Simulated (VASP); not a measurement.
TePb:

```
Pb Te
1.0
     0.00000    3.22000    3.22000
     3.22000    0.00000    3.22000
     3.22000    3.22000    0.00000
Pb Te
1 1
Cartesian
  0.0000 0.0000 0.0000
  3.2200 3.2200 3.2200
```

The cell was built by a generator and needn't be a form met in nature.

```yaml
Program: VASP 6.6.1
Task: relaxation of cell and atoms
Functional: PBE
Potentials_or_basis: VASP PAW PBE potentials, release 64 (Pb_d, Te)
Cutoff: 600 eV
k_mesh: 12 × 12 × 12
Occupations: gaussian, width 0.01 eV
Spin: no spin polarisation
```

At the start: pressure 2.6 GPa; volume 33.39 Å³/atom.

Task: How do energy, volume and symmetry change on relaxing?

Result: Over 5 steps the energy falls by 15.7 meV/atom and the volume is 35.41 Å³/atom (+6.1 %); space group Fm-3m (No. 225, to 0.05 Å).

The path:
| step | energy change (eV) | largest force (eV/Å) | pressure (GPa) | volume (Å³) |
| --- | --- | --- | --- | --- |
| 1 | 0.0000 | 0.0000 | 2.62 | 66.77 |
| 2 | -0.0283 | 0.0000 | -0.70 | 72.18 |
| 3 | -0.0313 | 0.0000 | 0.01 | 70.82 |
| 4 | -0.0313 | 0.0000 | -0.04 | 70.90 |
| 5 | -0.0313 | 0.0000 | 0.01 | 70.82 |

Final structure:
```yaml
crystal:
  lattice:
    - [0.00000, 3.28380, 3.28380]
    - [3.28380, 0.00000, 3.28380]
    - [3.28380, 3.28380, 0.00000]
  atoms:
    - { symbol: Pb, position: [0.00000, 0.00000, 0.00000] }
    - { symbol: Te, position: [0.50000, 0.50000, 0.50000] }
```
